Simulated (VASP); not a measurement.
All values below come from PBE GGA, VASP's PBE PAW potentials (set 64) (plane waves; VASP 6.6.1).

The input files of a VASP run:

**INCAR**
```
ALGO = Normal
EDIFF = 1E-7
ENCUT = 480
GGA = PE
ISIF = 2
ISMEAR = 0
LASPH = .TRUE.
LCHARG = .FALSE.
LMAXMIX = 4
LREAL = .FALSE.
LWAVE = .FALSE.
NELM = 100
PREC = Accurate
SIGMA = 0.05
SYSTEM = ZnSe
```

### POSCAR
```
ZnSe
1
    0.0000000000     2.8384753293     2.8384753293
    2.8384753293     0.0000000000     2.8384753293
    2.8384753293     2.8384753293     0.0000000000
Zn Se
1 1
Direct
  0.0000000000   0.0000000000   0.0000000000
  0.2500000000   0.2500000000   0.2500000000
```

### KPOINTS
```
K-points
0
Gamma
  8 8 8
```

POTCAR, in this order: Zn Se (PBE.64 set). Program: vasp_std.

What VASP printed:

File OUTCAR:
```
 ion  position               nearest neighbor table
   1  0.000  0.000  0.000-   2 2.46   2 2.46   2 2.46   2 2.46
   2  0.250  0.250  0.250-   1 2.46   1 2.46   1 2.46   1 2.46
  LATTYP: Found a face centered cubic cell.
 ALAT       =     5.6769506586
 Subroutine PRICEL returns:
 Original cell was already a primitive cell.
 Subroutine GETGRP returns: Found 24 space group operations
The static configuration has the point symmetry T_d .
The dynamic configuration has the point symmetry T_d .
 Subroutine INISYM returns: Found 24 space group operations
 Subroutine IBZKPT returns following result:
 Found     29 irreducible k-points:

 Following reciprocal coordinates:
            Coordinates               Weight
  0.000000  0.000000  0.000000      1.000000
  0.125000  0.000000  0.000000      8.000000
  0.250000  0.000000  0.000000      8.000000
  0.375000  0.000000  0.000000      8.000000
  0.500000  0.000000  0.000000      4.000000
  0.125000  0.125000  0.000000      6.000000
  0.250000  0.125000  0.000000     24.000000
  0.375000  0.125000  0.000000     24.000000
  0.500000  0.125000  0.000000     24.000000
 -0.375000  0.125000  0.000000     24.000000
 -0.250000  0.125000  0.000000     24.000000
 -0.125000  0.125000  0.000000     12.000000
  0.250000  0.250000  0.000000      6.000000
  0.375000  0.250000  0.000000     24.000000
  0.500000  0.250000  0.000000     24.000000
 -0.375000  0.250000  0.000000     24.000000
 -0.250000  0.250000  0.000000     12.000000
  0.375000  0.375000  0.000000      6.000000
  0.500000  0.375000  0.000000     24.000000
 -0.375000  0.375000  0.000000     12.000000
  0.500000  0.500000  0.000000      3.000000
  0.375000  0.250000  0.125000     24.000000
  0.500000  0.250000  0.125000     48.000000
 -0.375000  0.250000  0.125000     24.000000
...
```

**OSZICAR**
```
       N       E                     dE             d eps       ncg     rms          rms(c)
DAV:   1     0.822213234260E+02    0.82221E+02   -0.86441E+03   754   0.149E+03
DAV:   2    -0.835729240482E+00   -0.83057E+02   -0.79782E+02   799   0.269E+02
DAV:   3    -0.626061261456E+01   -0.54249E+01   -0.53924E+01   964   0.698E+01
DAV:   4    -0.631107047451E+01   -0.50458E-01   -0.50446E-01   789   0.701E+00
DAV:   5    -0.631135419396E+01   -0.28372E-03   -0.28371E-03   914   0.506E-01    0.491E+00
DAV:   6    -0.603952890969E+01    0.27183E+00   -0.69397E-01  1069   0.292E+01    0.371E+00
DAV:   7    -0.602247696225E+01    0.17052E-01   -0.19523E-01   824   0.445E+00    0.155E+00
DAV:   8    -0.602264764395E+01   -0.17068E-03   -0.42482E-03   910   0.670E-01    0.474E-01
DAV:   9    -0.602289683645E+01   -0.24919E-03   -0.11276E-03   859   0.297E-01    0.688E-02
DAV:  10    -0.602298356328E+01   -0.86727E-04   -0.13713E-04   852   0.113E-01    0.175E-02
DAV:  11    -0.602299715780E+01   -0.13595E-04   -0.30261E-05   857   0.546E-02    0.571E-03
DAV:  12    -0.602299846894E+01   -0.13111E-05   -0.37292E-06   874   0.191E-02    0.416E-03
DAV:  13    -0.602299846892E+01    0.18872E-10   -0.63597E-07   829   0.866E-03
   1 F= -.60229985E+01 E0= -.60229985E+01  d E =-.214027E-14
```

OUTCAR:
```
------------------------ aborting loop because EDIFF is reached ----------------------------------------
  FORCE on cell =-STRESS in cart. coord.  units (eV):
  Direction    XX          YY          ZZ          XY          YZ          ZX
  --------------------------------------------------------------------------------------
  Total        0.5720687      0.5720687      0.5720687     -0.0000000     -0.0000000     -0.0000000
  in kB       20.0388767     20.0388767     20.0388767     -0.0000000     -0.0000000     -0.0000000
  external PRESSURE =      20.0388767 kB  Pullay stress =       0.0000000 kB
  volume of cell :       45.74
      direct lattice vectors                 reciprocal lattice vectors
     0.000000000  2.838475329  2.838475329    -0.176150906  0.176150906  0.176150906
     2.838475329  0.000000000  2.838475329     0.176150906 -0.176150906  0.176150906
     2.838475329  2.838475329  0.000000000     0.176150906  0.176150906 -0.176150906
  FREE ENERGIE OF THE ION-ELECTRON SYSTEM (eV)
  ---------------------------------------------------
  free  energy   TOTEN  =        -6.0229984689 eV

  energy  without entropy=       -6.0229984689  energy(sigma->0) =       -6.02299847
```
(Selected blocks of OUTCAR.)

The compound is ZnSe in the zinc blende structure. This cell was strained or had an atom moved on purpose.
